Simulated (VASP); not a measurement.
Output of a VASP run:

### OSZICAR
```
       N       E                     dE             d eps       ncg     rms          rms(c)
DAV:   1    -0.419834311769E+02   -0.41983E+02   -0.61775E-05   554   0.448E-02    0.115E-02
DAV:   2    -0.419834257627E+02    0.54141E-05   -0.15108E-05   450   0.203E-02    0.473E-03
DAV:   3    -0.419834240991E+02    0.16636E-05   -0.82093E-06   454   0.120E-02    0.194E-03
DAV:   4    -0.419834240633E+02    0.35791E-07   -0.20888E-06   416   0.586E-03
   1 F= -.41983424E+02 E0= -.41983424E+02  d E =-.202427E-10
```

File OUTCAR:
```
------------------------ aborting loop because EDIFF is reached ----------------------------------------
  FORCE on cell =-STRESS in cart. coord.  units (eV):
  Direction    XX          YY          ZZ          XY          YZ          ZX
  --------------------------------------------------------------------------------------
  Total       -1.8705464     -1.8705464     -0.1903339      0.0000000      0.0000000      0.0000000
  in kB       -5.3540962     -5.3540962     -0.5447960      0.0000000      0.0000000      0.0000000
  external PRESSURE =      -3.7509961 kB  Pullay stress =       0.0000000 kB
  volume of cell :      559.75
      direct lattice vectors                 reciprocal lattice vectors
     4.498649524  0.000000000  0.000000000     0.222288932  0.000000000  0.000000000
     0.000000000  4.498649524  0.000000000     0.000000000  0.222288932  0.000000000
     0.000000000  0.000000000 27.658496787     0.000000000  0.000000000  0.036155255
 POSITION                                       TOTAL-FORCE (eV/Angst)
 -----------------------------------------------------------------------------------
      0.00000      2.24932      9.10485         0.000000      0.000000      0.020297
      2.24932      0.00000     12.23452        -0.000000      0.000000     -0.003910
      0.00000      2.24932     15.42397         0.000000      0.000000      0.003910
      2.24932      0.00000     18.55364        -0.000000      0.000000     -0.020297
      0.00000      2.24932     12.20482         0.000000     -0.000000      0.024800
      2.24932      0.00000      9.11537        -0.000000      0.000000     -0.009525
      0.00000      2.24932     18.54313        -0.000000      0.000000      0.009525
      2.24932      0.00000     15.45367         0.000000      0.000000     -0.024800
 -----------------------------------------------------------------------------------
    total drift:                                0.000000     -0.000000      0.000000
  FREE ENERGIE OF THE ION-ELECTRON SYSTEM (eV)
  ---------------------------------------------------
  free  energy   TOTEN  =       -41.9834240633 eV

  energy  without entropy=      -41.9834240633  energy(sigma->0) =      -41.98342406

 total charge

# of ion       s       p       d       tot
------------------------------------------
    1        2.006   5.597   0.283   7.886
    2        2.008   5.606   0.292   7.906
    3        2.008   5.606   0.292   7.906
    4        2.006   5.597   0.283   7.886
    5        1.317   2.406   0.000   3.723
    6        1.318   2.388   0.000   3.706
    7        1.318   2.388   0.000   3.706
    8        1.317   2.406   0.000   3.723
--------------------------------------------------
tot         13.297  31.994   1.150  46.441
```
(Selected blocks of OUTCAR.)

File POSCAR:
```
BaS(100) slab
1
    4.4986495243     0.0000000000     0.0000000000
    0.0000000000     4.4986495243     0.0000000000
    0.0000000000     0.0000000000    27.6584967872
Ba S
4 4
Direct
  0.0000000000   0.5000000000   0.3291882599
  0.5000000000   1.0000000000   0.4423423530
  0.0000000000   0.5000000000   0.5576576470
  0.5000000000   0.0000000000   0.6708117401
  0.0000000000   0.5000000000   0.4412685513
  0.5000000000   1.0000000000   0.3295684096
  0.0000000000   0.5000000000   0.6704315904
  0.5000000000   1.0000000000   0.5587314487
```

Problem. Write an INCAR and KPOINTS that could have produced this output.

Solution. This is not unique; one that fits is the input of the run itself, PBEsol GGA, plane waves, VASP's PBE PAW potentials (set 64).

File KPOINTS:
```
Automatic mesh
0
Gamma
5 5 1
0 0 0
```

INCAR:
```
! general
SYSTEM   =  BaS(100) slab
PREC     =  Normal
ENCUT    =  400   ! plane-wave cut-off (eV)
LREAL    =  .FALSE.   ! projection in real space or not
LASPH    =  .TRUE.   ! aspherical one-centre terms

! electronic loop
EDIFF    =  1E-6
NELM     =  100
NELMIN   =  4
ALGO     =  Normal
LMAXMIX  =  4   ! l cut-off of mixed one-centre charges

! smearing
ISMEAR   =  0
SIGMA    =  0.05

! functional
GGA      =  PS

! output
LWAVE    =  .FALSE.
LCHARG   =  .FALSE.
LORBIT   =  11
LVHAR    =  .TRUE.

! other
LDIPOL   =  .TRUE.
IDIPOL   =  3
DIPOL    =  0.5 0.5 0.5
```

POTCAR, in this order: Ba_sv S (PBE.64 set). Program: vasp_std. Read from the step before: WAVECAR.

The cell is a thin slab with vacuum, built from BaS (rock salt): (100) face.
